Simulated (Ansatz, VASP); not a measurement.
# CdHgS2 in VASP and in Ansatz

The input POSCAR:

```
CdHgS2
1.0
    4.2628528370      0.0000000000      0.0000000000
    0.0000000000      4.2628528370      0.0000000000
    0.0000000000      0.0000000000      5.9997050237
Cd S Hg
1 2 1
Direct
    0.0000000000      0.0000000000      0.0000000000
    0.0000000000      0.5000000000      0.2465594813
    0.5000000000      0.0000000000      0.7534405187
    0.5000000000      0.5000000000      0.5000000000
```

The input INCAR.step1:

```
SYSTEM = CdHgS2
PREC = Accurate
ENCUT = 520
ISMEAR = 0
SIGMA = 0.01
LREAL = .FALSE.
LASPH = .TRUE.
NELM = 80
NBANDS = 26
GGA = PE
ALGO = Normal
EDIFF = 1E-4
LWAVE = .TRUE.
LCHARG = .FALSE.
```

The input INCAR.step2:

```
SYSTEM = CdHgS2
PREC = Accurate
ENCUT = 520
EDIFF = 1E-6
ISMEAR = 0
SIGMA = 0.01
LREAL = .FALSE.
LASPH = .TRUE.
NELM = 80
ALGO = Normal
ISIF = 2
LWAVE = .FALSE.
LCHARG = .TRUE.
METAGGA = R2SCAN
LMIXTAU = .TRUE.
LELF = .TRUE.
LVHAR = .TRUE.
NBANDS = 26
ISTART = 1
```

The input KPOINTS:

```
regular mesh
0
G
  6 6 4
  0 0 0
```

Input for Ansatz:

```yaml
crystal:
  lattice:
    - [4.262852837, 0.0, 0.0]
    - [0.0, 4.262852837, 0.0]
    - [0.0, 0.0, 5.9997050237]
  atoms:
    - { symbol: Cd, position: [0.0, 0.0, 0.0] }
    - { symbol: S, position: [0.0, 0.5, 0.2465594813] }
    - { symbol: Hg, position: [0.5, 0.5, 0.5] }
    - { symbol: S, position: [0.5, 0.0, 0.7534405187] }
kpoints:
  mp_grid: { grid: [6, 6, 4] }
hamiltonian:
  xc: r2scan
scf:
  occupations: { method: fixed }
  n_extra_bands: 5
output:
  forces: true
  stress: true
  eigenvalues: true
```

Alike in both runs: task single point; functional r2SCAN; k mesh 6 × 6 × 4; no spin polarisation.

```csv
,VASP,Ansatz
version,VASP 6.6.1,Ansatz 0.2.0
potentials or method,"VASP PAW PBE potentials, release 64 (Cd, S, Hg)","plane waves, PAW"
plane-wave cutoff (eV),520,500
occupations,"gaussian, width 0.01 eV",fixed
valence electrons in the cell,36,52
```

Ansatz gave:

```
gap on the k mesh at the Fermi level (eV) : 0.51
pressure (GPa)                            : -3.0
```

Q: What did VASP give for the same quantities?

A: gap on the k mesh at the Fermi level (eV): 0.51; pressure (GPa): -2.8.

The two sets of potentials don't hold the same shells in valence.

Caveats: the PAW data sets were made with another functional, which shifts forces and pressure a little (VASP); spin-orbit coupling is left out, which moves the levels of the heavy elements. r2SCAN opens gaps a little over a GGA but as a rule still falls short of measured ones.
